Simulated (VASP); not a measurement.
An input for Ansatz (written as the equivalent of a VASP run, and not itself run):

Ansatz 0.2 input:
```yaml
crystal:
  lattice:
    - [0.0000000, 3.2820950, 3.2820950]
    - [3.2820950, 0.0000000, 3.2820950]
    - [3.2820950, 3.2820950, 0.0000000]
  atoms:
    - { symbol: Ag, position: [0.0000000, 0.0000000, 0.0000000] }
    - { symbol: I, position: [0.7500000, 0.7500000, 0.7500000] }
kpoints:
  mp_grid: { grid: [6, 6, 6] }
hamiltonian:
  xc: pbe
  pseudopotentials: { kind: paw }
scf:
  occupations: { method: gaussian, width: 0.05 }
  max_iter: 100
relax:
  max_steps: 60
  f_tol: 0.01
  cell: {}
output: { forces: true, stress: true, eigenvalues: true }
```

Question: Write the VASP files for the same calculation (PBE).

Answer: Several could match; the one computed here: 
**INCAR**
```
GGA = PE   ! PBE
ENCUT = 400   ! plane-wave cut-off (eV)
SYSTEM = AgI
LREAL = F
ISIF = 3   ! ions, shape and volume
LCHARG = F
SIGMA = 0.05
EDIFFG = -0.01   ! ionic stop
ISMEAR = 0
IBRION = 2
LWAVE = F
ALGO = Normal   ! blocked Davidson
PREC = Accurate
EDIFF = 1E-6
NSW = 60   ! most ionic steps
LASPH = T   ! aspherical one-centre terms
LMAXMIX = 4   ! l cut-off of mixed one-centre charges
NELM = 100   ! most electronic steps
```

### KPOINTS
```
Automatic mesh
0
Gamma
6 6 6
0 0 0
```

### POSCAR
```
AgI
1
    0.0000000000     3.2820950000     3.2820950000
    3.2820950000     0.0000000000     3.2820950000
    3.2820950000     3.2820950000     0.0000000000
Ag I
1 1
Direct
  0.0000000000   0.0000000000   0.0000000000
  0.7500000000   0.7500000000   0.7500000000
```

POTCAR, in this order: Ag I (PBE.64 set). Program: vasp_std.

Limits of the translation: each code has its own PAW files, so the cut-off isn't converted (ENCUT is set for VASP's; basis.ecutwfc is left out, and Ansatz then takes the one that its files recommend); Ansatz stops its SCF on the density residual and VASP on the energy change (EDIFF).

The structure comes from a computed database's AgI entry (F-43m); how it stands against other phases isn't given here. This run relaxes it. Symmetry was kept, so distortions that lower it aren't found.
